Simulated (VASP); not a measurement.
Input:

```
TiSi
1.0
    6.50980     0.00000     0.00000
    0.00000     3.62848     0.00000
    0.00000     0.00000     4.99350
Ti Si
4 4
Direct
  0.67555   0.25000   0.37177
  0.32445   0.75000   0.62823
  0.82445   0.75000   0.87177
  0.17555   0.25000   0.12823
  0.54400   0.25000   0.85522
  0.45600   0.75000   0.14478
  0.95600   0.75000   0.35522
  0.04400   0.25000   0.64478
```

The numbers are results of r2SCAN meta-GGA, VASP's PBE PAW potentials (set 64) (plane waves; VASP), not measurements. Run with 400 eV cut-off, 6×10×7 Γ-centred mesh, tetrahedra with Blöchl corrections, potentials Ti_sv Si.

**Question.** Give the energies of bands 24 to 37 at the high-symmetry points, in eV from the Fermi level.

**Answer.** 
```
band      Γ      X      S      Y      Z      U      R      T
----  -----  -----  -----  -----  -----  -----  -----  -----
24    -3.54  -3.09  -4.00  -4.14  -3.29  -3.25  -5.11  -4.37
25    -2.96  -2.80  -3.03  -3.12  -2.67  -3.14  -2.54  -3.53
26    -2.44  -2.80  -3.03  -3.12  -2.67  -3.14  -2.54  -3.53
27    -2.41  -2.20  -3.03  -2.24  -1.40  -2.21  -2.54  -2.66
28    -2.24  -2.20  -3.03  -2.24  -1.40  -2.21  -2.54  -2.66
29    -0.73  -0.80  -1.84  -1.79  -0.93  -0.94  -1.42  -0.60
30    -0.55  -0.80  -1.84  -1.79  -0.93  -0.94  -1.42  -0.60
31    -0.34  -0.47  -1.84  -1.73  -0.32  -0.75  -1.42  -0.44
32    -0.14  -0.47  -1.84  -1.73  -0.32  -0.75  -1.42  -0.44
33     0.35   0.41   1.84   1.55   0.43   0.47   1.35  -0.03
34     0.62   0.41   1.84   1.55   0.43   0.47   1.35  -0.03
35     0.66   0.62   1.84   1.91   0.82   0.77   1.35   0.77
36     0.71   0.62   1.84   1.91   0.82   0.77   1.35   0.77
37     1.13   1.58   2.28   2.03   1.61   1.57   1.96   1.99
```

It has no gap at this level: it comes out as a metal or semimetal.

The structure comes from a computed database's TiSi entry (Pnma); how it stands against other phases isn't given here. It was relaxed first.
